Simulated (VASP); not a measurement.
Data:

```
CELL_PARAMETERS angstrom
      4.39549     0.00000     0.00000
      0.00000     4.39549     0.00000
      0.00000     0.00000     4.39549
ATOMIC_POSITIONS crystal
  Mg 0.00000 0.50000 0.50000
  Mg 0.50000 0.00000 0.50000
  Mg 0.50000 0.50000 0.00000
  Cd 0.00000 0.00000 0.00000
  O  0.50000 0.00000 0.00000
  O  0.00000 0.50000 0.00000
  O  0.00000 0.00000 0.50000
  O  0.50000 0.50000 0.50000
```

The numbers are results of r2SCAN meta-GGA, VASP's PBE PAW potentials (set 64) (plane waves; VASP 6.6.1), not measurements. Numerical set-up: 520 eV cut-off, 6×6×6 Γ-centred mesh, tetrahedra with Blöchl corrections, potentials Mg Cd O.

The cores are frozen, which limits the accuracy of field gradients.

Task: Give the principal components of the electric field gradient (V/Å²) and the asymmetry η at each nucleus.

Result: 
| atom | Vxx | Vyy | Vzz | η |
|---|---|---|---|---|
| Mg1 | 0.2 | 0.2 | -0.3 | - |
| Mg2 | 0.2 | 0.2 | -0.3 | - |
| Mg3 | 0.2 | 0.2 | -0.3 | - |
| Cd4 | 0.0 | 0.0 | 0.0 | - |
| O5 | -4.9 | -4.9 | 9.9 | 0.00 |
| O6 | -4.9 | -4.9 | 9.9 | 0.00 |
| O7 | -4.9 | -4.9 | 9.9 | 0.00 |
| O8 | 0.0 | 0.0 | 0.0 | - |

The structure comes from a computed database's Mg3CdO4 entry (Pm-3m); how it stands against other phases isn't given here. It was relaxed first.
